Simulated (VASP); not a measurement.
# AlV2C: structure and properties in VASP

What structure does AlV2C take at this level, and what are its properties? The steps: relaxing cell and atoms (PBE + D2), density, ELF and potential (PBE + D2), bands along the symmetry lines (PBE + D2), total and projected DOS (PBE + D2), volume scan with PBE + D2, fit for PBE + D2, core levels (PBE + D2), bands along the symmetry lines (PBE + D2), changed input and band structure (PBE + D2), changed input. The start is a computed cell from the Materials Project.

Method: PBE with D2, spin-polarised from an antiferromagnetic start; plane waves and PAW (V_sv, Al, C), in VASP 6.6.1.

### Step 1. The starting structure

Before any relaxation, the start is as follows. The structure is hexagonal, space group P6_3/mmc (No. 194). The conventional cell has a = 2.888 Å, b = 2.888 Å, c = 13.105 Å, α = 90.00°, β = 90.00°, γ = 120.00°. Nearest to V lie 3 C at 2.02 Å and 3 Al at 2.72 Å. Nearest to Al lie 6 V at 2.72 Å and 6 Al at 2.89 Å. C has 6 V at 2.02 Å nearest. Farther neighbours are not listed.

Coordinates:

```
V Al C
1.0
     2.88760    0.00000    0.00000
    -1.44380    2.50073    0.00000
     0.00000    0.00000   13.10482
V Al C
4 2 2
Direct
  0.33333 0.66667 0.91362
  0.66667 0.33333 0.08638
  0.66667 0.33333 0.41362
  0.33333 0.66667 0.58638
  0.66667 0.33333 0.75000
  0.33333 0.66667 0.25000
  0.00000 0.00000 0.50000
  0.00000 0.00000 0.00000
```

### Step 2. Relaxing cell and atoms (PBE + D2)

Properties are meant for the cell that this level of theory prefers, so cell and atoms are relaxed first (ISIF = 3) until forces and stress are small; EDIFFG sets the threshold. PBE, the usual starting point, adds the gradient of the density. A dispersion term adds the long-range attraction that semilocal functionals lack. D2 adds a pairwise C6 term with fixed coefficients.

Input file INCAR:

```
SYSTEM = AlV2C
PREC = Accurate
ENCUT = 520
EDIFF = 1E-06
NELM = 100
ISMEAR = -1
SIGMA = 0.05
LREAL = .FALSE.
ALGO = Normal
GGA = PE
IVDW = 10
NBANDS = 45
ISPIN = 2
MAGMOM = 2 -2 2 -2 0 0 0 0
LMAXMIX = 4
LORBIT = 11
LWAVE = .FALSE.
LCHARG = .FALSE.
KPAR = 4
IBRION = 2
NSW = 60
ISIF = 3
EDIFFG = -0.01
```

Input file POSCAR:

```
AlV2C
1.0
    2.8875990726      0.0000000000      0.0000000000
   -1.4437995363      2.5007341528      0.0000000000
    0.0000000000      0.0000000000     13.1048231100
V Al C
4 2 2
Direct
    0.3333333333      0.6666666667      0.9136157800
    0.6666666667      0.3333333333      0.0863842200
    0.6666666667      0.3333333333      0.4136157800
    0.3333333333      0.6666666667      0.5863842200
    0.6666666667      0.3333333333      0.7500000000
    0.3333333333      0.6666666667      0.2500000000
    0.0000000000      0.0000000000      0.5000000000
    0.0000000000      0.0000000000      0.0000000000
```

Input file KPOINTS:

```
Automatic mesh
0
Gamma
9 9 2
0 0 0
```

The projector-augmented-wave data sets are V_sv, Al and C (PBE family, release 64).

Launch:

```console
> mpirun -np 4 vasp_std
```

Log:

```text
[banner, memory and clock lines left out]
running    4 mpi-ranks, on    1 nodes
 distrk:  each k-point on    1 cores,    4 groups
 distr:  one band on    1 cores,    1 groups

 POSCAR found type information on POSCAR V AlC
 POSCAR found :  3 types and       8 ions
 LDA part: xc-table for (Slater+PW92), standard interpolation
 POSCAR, INCAR and KPOINTS ok, starting setup
 FFT: planning ... GRIDC
 FFT: planning ... GRID_SOFT
 FFT: planning ... GRID
 WAVECAR not read
 entering main loop
       N       E                     dE             d eps       ncg     rms          rms(c)
DAV:   1     0.899482461979E+03    0.89948E+03   -0.37174E+04  4384   0.158E+03
DAV:   2    -0.145679810889E+02   -0.91405E+03   -0.88632E+03  4363   0.521E+02
DAV:   3    -0.785818125967E+02   -0.64014E+02   -0.62118E+02  5591   0.139E+02
DAV:   4    -0.804843008379E+02   -0.19025E+01   -0.18890E+01  5328   0.219E+01
DAV:   5    -0.805153124759E+02   -0.31012E-01   -0.30980E-01  5186   0.319E+00    0.586E+01
DAV:   6    -0.676437990159E+02    0.12872E+02   -0.15324E+02  5627   0.712E+01    0.149E+01
DAV:   7    -0.664340131776E+02    0.12098E+01   -0.32744E+01  5361   0.370E+01    0.142E+01
DAV:   8    -0.661612926835E+02    0.27272E+00   -0.24958E+00  5098   0.895E+00    0.507E+00
DAV:   9    -0.661211243689E+02    0.40168E-01   -0.53512E-01  5807   0.421E+00    0.821E-01
DAV:  10    -0.661219243760E+02   -0.80001E-03   -0.29870E-02  5008   0.114E+00    0.338E-01
DAV:  11    -0.661220969577E+02   -0.17258E-03   -0.94909E-03  5842   0.603E-01    0.227E-01
DAV:  12    -0.661218623929E+02    0.23456E-03   -0.20162E-03  5677   0.257E-01    0.713E-02
DAV:  13    -0.661218828399E+02   -0.20447E-04   -0.11186E-04  5147   0.634E-02    0.221E-02
DAV:  14    -0.661218839994E+02   -0.11595E-05   -0.76306E-06  4303   0.184E-02    0.905E-03
DAV:  15    -0.661218824302E+02    0.15692E-05   -0.36606E-06  3719   0.104E-02    0.432E-03
DAV:  16    -0.661218812599E+02    0.11703E-05   -0.56578E-07  2730   0.608E-03    0.156E-03
DAV:  17    -0.661218813254E+02   -0.65533E-07   -0.77895E-08  2680   0.211E-03
   1 F= -.68701364E+02 E0= -.68687032E+02  d E =-.687014E+02  mag=    -0.0000
 curvature:   0.00 expect dE= 0.000E+00 dE for cont linesearch  0.000E+00
 trial: gam= 0.00000 g(F)=  0.106E-01 g(S)=  0.158E-01 ort = 0.000E+00 (trialstep = 0.100E+01)
 search vector abs. value=  0.263E-01
 bond charge predicted
       N       E                     dE             d eps       ncg     rms          rms(c)
DAV:   1    -0.661326164511E+02   -0.10735E-01   -0.49510E+00  5322   0.305E+01    0.205E+00
DAV:   2    -0.661334535633E+02   -0.83711E-03   -0.61697E-01  4470   0.576E+00    0.831E-01
DAV:   3    -0.661229421058E+02    0.10511E-01   -0.42489E-02  4884   0.144E+00    0.714E-01
DAV:   4    -0.661196337879E+02    0.33083E-02   -0.76392E-03  5276   0.686E-01    0.124E-01
DAV:   5    -0.661195232991E+02    0.11049E-03   -0.85344E-04  5114   0.224E-01    0.483E-02
DAV:   6    -0.661195125191E+02    0.10780E-04   -0.62848E-05  5255   0.591E-02    0.266E-02
DAV:   7    -0.661195108784E+02    0.16407E-05   -0.15940E-05  5643   0.265E-02    0.684E-03
DAV:   8    -0.661195110993E+02   -0.22097E-06   -0.23460E-06  3663   0.104E-02
   2 F= -.68711554E+02 E0= -.68698055E+02  d E =-.101902E-01  mag=    -0.0000
[...]
3 F= -.68712104E+02 E0= -.68698470E+02  d E =-.107401E-01  mag=    -0.0000
[...]
4 F= -.68713629E+02 E0= -.68699914E+02  d E =-.152487E-02  mag=     0.0000
[...]
5 F= -.68714316E+02 E0= -.68700626E+02  d E =-.221241E-02  mag=    -0.0000
[...]
6 F= -.68714315E+02 E0= -.68700626E+02  d E =-.221126E-02  mag=    -0.0000
 curvature:  -0.39 expect dE=-0.302E-04 dE for cont linesearch -0.132E-05
 ZBRENT: accuracy reached
 trial: gam=-0.00166 g(F)=  0.276E-04 g(S)=  0.499E-04 ort = 0.176E-03 (trialstep = 0.892E+00)
 search vector abs. value=  0.769E-04
 bond charge predicted
       N       E                     dE             d eps       ncg     rms          rms(c)
DAV:   1    -0.661290102706E+02    0.94667E-03   -0.13536E-02  5090   0.147E+00    0.143E-01
DAV:   2    -0.661288865336E+02    0.12374E-03   -0.26329E-03  5126   0.403E-01    0.785E-02
DAV:   3    -0.661288286259E+02    0.57908E-04   -0.27264E-04  5146   0.110E-01    0.288E-02
DAV:   4    -0.661288162879E+02    0.12338E-04   -0.28658E-05  5098   0.424E-02    0.920E-03
DAV:   5    -0.661288162157E+02    0.72201E-07   -0.30101E-06  4061   0.138E-02
   7 F= -.68714363E+02 E0= -.68700673E+02  d E =-.480384E-04  mag=    -0.0000
 trial-energy change:   -0.000048  1 .order   -0.000040   -0.000069   -0.000011
 step:   0.9784(harm=  1.0589)  dis= 0.00057  next Energy=   -68.714364 (dE=-0.486E-04)
 reached required accuracy - stopping structural energy minimisation
```

Wall time 2.3 min (4 MPI ranks of Intel Xeon 6975P-C (Granite Rapids), shared host); peak memory 1.5 GiB; 9.3 min of CPU time.

The logs omit lines about the potential files and the build; timing stands in the text.

OUTCAR, selected parts (step 2):

```text
ion  position               nearest neighbor table
   1  0.333  0.667  0.914-   8 2.02   8 2.02   8 2.02   5 2.72   5 2.72   5 2.72   2 2.81   2 2.81
                             2 2.81
   2  0.667  0.333  0.086-   8 2.02   8 2.02   8 2.02   6 2.72   6 2.72   6 2.72   1 2.81   1 2.81
                             1 2.81
   3  0.667  0.333  0.414-   7 2.02   7 2.02   7 2.02   6 2.72   6 2.72   6 2.72   4 2.81   4 2.81
                             4 2.81
   4  0.333  0.667  0.586-   7 2.02   7 2.02   7 2.02   5 2.72   5 2.72   5 2.72   3 2.81   3 2.81
                             3 2.81
   5  0.667  0.333  0.750-   1 2.72   4 2.72   1 2.72   4 2.72   1 2.72   4 2.72
   6  0.333  0.667  0.250-   2 2.72   3 2.72   2 2.72   3 2.72   2 2.72   3 2.72
   7  0.000  0.000  0.500-   3 2.02   4 2.02   4 2.02   3 2.02   3 2.02   4 2.02
   8  0.000  0.000  0.000-   1 2.02   2 2.02   1 2.02   2 2.02   2 2.02   1 2.02

  LATTYP: Found a hexagonal cell.
 ALAT       =     2.8875990726
 C/A-ratio  =     4.5383111646

 Subroutine GETGRP returns: Found 24 space group operations
 (whereof 12 operations were pure point group operations)

The static configuration has the point symmetry D_3d.
 The point group associated with its full space group is D_6h.

 Found     24 irreducible k-points:

   k-points           NKPTS =     24   k-points in BZ     NKDIM =     24   number of bands    NBANDS=     45

   dimension x,y,z NGX =    24 NGY =   24 NGZ =   98
   dimension x,y,z NGXF=    48 NGYF=   48 NGZF=  196

   ENCUT  =  520.0 eV  38.22 Ry    6.18 a.u.   5.37  5.37 24.37*2*pi/ulx,y,z

   NELECT =      66.0000    total number of electrons

 k-points in reciprocal lattice and weights: Automatic mesh
   0.00000000  0.00000000  0.00000000       0.006
   0.11111111 -0.00000000  0.00000000       0.037
   0.22222222  0.00000000  0.00000000       0.037
   0.33333333 -0.00000000  0.00000000       0.037
   0.44444444  0.00000000  0.00000000       0.037
   0.11111111  0.11111111  0.00000000       0.037
   0.22222222  0.11111111  0.00000000       0.074
   0.33333333  0.11111111  0.00000000       0.074
   0.44444444  0.11111111  0.00000000       0.037
[...]
0.33333333  0.22222222  0.50000000       0.074
   0.33333333  0.33333333  0.50000000       0.012

 average (electrostatic) potential at core
       1 -71.0399       2 -71.0399       3 -71.0399       4 -71.0399       5 -70.2675
       6 -70.2675       7 -45.0874       8 -45.0874

 E-fermi :   9.6054

 spin component 1
 k-point     1 :       0.0000    0.0000    0.0000
  band No.  band energies     occupation
    ...
     30       9.0526      0.99998
     31       9.3227      0.99651
     32       9.3227      0.99651
     33       9.3407      0.99501
     34       9.3407      0.99501
     35      10.1754      0.00001
     36      10.1754      0.00001
     37      10.2158      0.00000
     38      10.2158      0.00000
     39      10.9839      0.00000
    ...

 k-point     2 :       0.1111   -0.0000    0.0000
  band No.  band energies     occupation
    ...
     30       9.0049      0.99999
     31       9.0189      0.99999
     32       9.1936      0.99974
     33       9.4848      0.91776
     34       9.5100      0.87084
     35       9.8030      0.01887
     36      10.1133      0.00004
     37      10.1179      0.00004
     38      10.1633      0.00001
     39      11.0568      0.00000
    ...

 k-point     3 :       0.2222    0.0000    0.0000
  band No.  band energies     occupation
    ...
     29       8.1936      1.00000
     30       8.3006      1.00000
     31       8.7641      1.00000
     32       9.1801      0.99980
     33       9.5798      0.62522
     34       9.8178      0.01409
     35       9.8781      0.00427
     36      10.0948      0.00006
     37      10.3635      0.00000
     38      10.3961      0.00000
    ...

 k-point     4 :       0.3333   -0.0000    0.0000
  band No.  band energies     occupation
    ...
     28       7.5266      1.00000
     29       7.6769      1.00000
     30       7.9036      1.00000
     31       8.3093      1.00000
     32       8.4463      1.00000
     33      10.1174      0.00004
     34      10.2513      0.00000
     35      10.2787      0.00000
     36      10.3496      0.00000
     37      11.0219      0.00000
    ...

 k-point     5 :       0.4444    0.0000    0.0000
  band No.  band energies     occupation
    ...
     28       7.1257      1.00000
     29       7.1502      1.00000
     30       7.2504      1.00000
     31       7.9534      1.00000
     32       8.0544      1.00000
     33      10.3355      0.00000
     34      10.5990      0.00000
     35      10.6564      0.00000
     36      10.7510      0.00000
     37      11.2898      0.00000
    ...

 k-point     6 :       0.1111    0.1111    0.0000
  band No.  band energies     occupation
    ...
     29       8.4981      1.00000
     30       8.5497      1.00000
     31       8.6992      1.00000
     32       9.3060      0.99750
     33       9.4632      0.94501
     34       9.6273      0.39230
     35       9.6703      0.21475
     36      10.1419      0.00002
     37      10.1878      0.00001
     38      10.3070      0.00000
    ...

  Number of pair interactions contributing to vdW energy:  198314

  Edisp (eV):   -2.58555

  Total       0.04039     0.04039    -0.00039     0.00000    -0.00000     0.00000
  in kB       0.68278     0.68278    -0.00663     0.00000    -0.00000     0.00000
  external pressure =        0.45 kB  Pullay stress =        0.00 kB

  energy-cutoff  :      520.00
  volume of cell :       94.79
      direct lattice vectors                 reciprocal lattice vectors
     2.902672793 -0.000000000  0.000000000     0.344510068  0.198902980  0.000000000
    -1.451336397  2.513788378 -0.000000000     0.000000000  0.397805960  0.000000000
    -0.000000000 -0.000000000 12.990400538     0.000000000  0.000000000  0.076979920

 POSITION                                       TOTAL-FORCE (eV/Angst)
 -----------------------------------------------------------------------------------
     -0.00000      1.67586     11.87727        -0.000000      0.000000     -0.003775
      1.45134      0.83793      1.11313         0.000000     -0.000000      0.003775
      1.45134      0.83793      5.38207         0.000000     -0.000000     -0.003775
     -0.00000      1.67586      7.60833        -0.000000      0.000000      0.003775
      1.45134      0.83793      9.74280        -0.000000     -0.000000      0.000000
     -0.00000      1.67586      3.24760        -0.000000     -0.000000      0.000000
     -1.45134      2.51379      6.49520        -0.000000     -0.000000      0.000000
     -1.45134      2.51379      0.00000        -0.000000     -0.000000      0.000000
 -----------------------------------------------------------------------------------
    total drift:                               -0.000000      0.000000     -0.000000

  FREE ENERGIE OF THE ION-ELECTRON SYSTEM (eV)
  ---------------------------------------------------
  free  energy   TOTEN  =       -68.7143630885 eV

  energy  without entropy=      -68.6869825297  energy(sigma->0) =      -68.70067281

 reached required accuracy - stopping structural energy minimisation

 total charge
# of ion       s       p       d       tot
------------------------------------------
    1        2.273   6.288   3.165  11.726
    2        2.273   6.288   3.165  11.726
    3        2.273   6.288   3.165  11.726
    4        2.273   6.288   3.165  11.726
    5        0.424   0.395   0.000   0.819
    6        0.424   0.395   0.000   0.819
    7        0.907   1.576   0.000   2.483
    8        0.907   1.576   0.000   2.483
--------------------------------------------------
tot         11.752  29.094  12.661  53.507

 magnetization (x)
# of ion       s       p       d       tot
------------------------------------------
    1        0.000  -0.000   0.000   0.000
    2       -0.000   0.000  -0.000  -0.000
    3        0.000  -0.000   0.000   0.000
    4       -0.000   0.000  -0.000  -0.000
    5        0.000   0.000   0.000   0.000
    6        0.000   0.000   0.000   0.000
    7        0.000   0.000   0.000   0.000
    8        0.000   0.000   0.000   0.000
--------------------------------------------------
tot          0.000   0.000   0.000   0.000

[... 1 further part left out ...]
```

CONTCAR:

```
AlV2C
   1.00000000000000
     2.9026727933604386   -0.0000000000000000    0.0000000000000000
    -1.4513363966802193    2.5137883779078418   -0.0000000000000000
    -0.0000000000000000   -0.0000000000000000   12.9904005384393102
  V               Al              C
     4     2     2
Direct
     0.3333333332999970    0.6666666667000030    0.9143115724341508
     0.6666666667000030    0.3333333332999970    0.0856884275658492
     0.6666666667000030    0.3333333332999970    0.4143115724341508
     0.3333333332999970    0.6666666667000030    0.5856884275658492
     0.6666666667000030    0.3333333332999970    0.7500000000000000
     0.3333333332999970    0.6666666667000030    0.2500000000000000
     0.0000000000000000    1.0000000000000000    0.5000000000000000
     0.0000000000000000    1.0000000000000000    0.0000000000000000
```

The moments of the start collapse, so the state is non-magnetic; other starts or orders were not tried. The k-mesh is coarse for a metal. LASPH is off, so gradient terms of the non-spherical density inside the spheres are left out; for open d or f shells this can shift gaps and moments. Dispersion corrections of this kind ignore metallic screening and tend to overbind metals. The run keeps the 24 symmetry operations of its start, so it cannot find a distortion of lower symmetry.

The steps of the relaxation:

```csv
step,energy less that of the first step (eV),largest force (eV/Å),pressure (GPa),volume (Å³)
1,0.0000,0.2339,-0.37,94.63
2,-0.0102,0.1133,1.24,94.25
3,-0.0107,0.0478,0.93,94.32
4,-0.0123,0.0085,-0.62,95.12
5,-0.0130,0.0113,-0.08,94.84
6,-0.0130,0.0120,-0.04,94.83
7,-0.0130,0.0038,0.05,94.79
```

```csv
"conventional cell, symmetrised",before,after,change
a (Å),2.888,2.903,+0.5 %
b (Å),2.888,2.903,+0.5 %
c (Å),13.105,12.990,-0.9 %
volume (Å³/atom),11.83,11.85,+0.2 %
```

The relaxed structure:

```
V Al C
1.0
     2.90267    0.00000    0.00000
    -1.45134    2.51379    0.00000
     0.00000    0.00000   12.99040
V Al C
4 2 2
Direct
  0.33333 0.66667 0.91431
  0.66667 0.33333 0.08569
  0.66667 0.33333 0.41431
  0.33333 0.66667 0.58569
  0.66667 0.33333 0.75000
  0.33333 0.66667 0.25000
  0.00000 0.00000 0.50000
  0.00000 0.00000 0.00000
```

This step gave:

```
electrons                       : 66
bands                           : 45
irreducible k-points            : 24
symmetry operations             : 24
free energy (TOTEN)             : -68.7144 eV
energy at zero smearing         : -68.7007 eV
Fermi energy                    : 9.605 eV
pressure                        : 0.04530 GPa
metallic                        : yes
SCF cycles over all ionic steps : 56
```

The spin moment in the PAW sphere vanishes on all atoms.

It ends with a largest force of 0.004 eV/Å and a pressure of 0.05 GPa.

(Part 1 of 6 ends here.)

[Lines on the potential files, build, host, timing and source positions are cut from VASP's logs without a mark.]

[Logs are printed without paths, hosts, clocks, repeated set-up lines and the standing remarks that a program may print on its own settings, such as how far it seeks lower states.]

[Hosts, paths, dates, database ids (printed as entryN), source tags and the programs' standing remarks are cut or masked in the printed files.]

[A measured line is paired with the nearest computed mode of its activity, which favours agreement.]
